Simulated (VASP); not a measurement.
```
CELL_PARAMETERS angstrom
      0.00000     2.39110     2.39110
      2.39110     0.00000     2.39110
      2.39110     2.39110     0.00000
ATOMIC_POSITIONS crystal
  Na 0.00000 0.00000 0.00000
  F  0.50000 0.50000 0.50000
```

All values below come from PW91 GGA, VASP's PBE PAW potentials (set 64) (plane waves; VASP). Settings: 520 eV cut-off, 10×10×10 Γ-centred mesh, Gaussian smearing of 0.050 eV, potentials Na_pv F.

Task: What does the run give for the energy per atom (σ→0), pressure, band gap (on the k-mesh) with the smallest direct gap where there is one?

Result: 
band gap (on the k-mesh): 5.88 eV
smallest direct gap (on the k-mesh): 5.88 eV
energy per atom (σ→0): -416.9 kJ/mol-atom
pressure: -2.27 GPa

Total energies compare only between runs with the same potentials, cut-off and functional.

The compound is NaF in the rock salt structure. This cell is one point of a volume scan, at 1.06 of the reference volume.
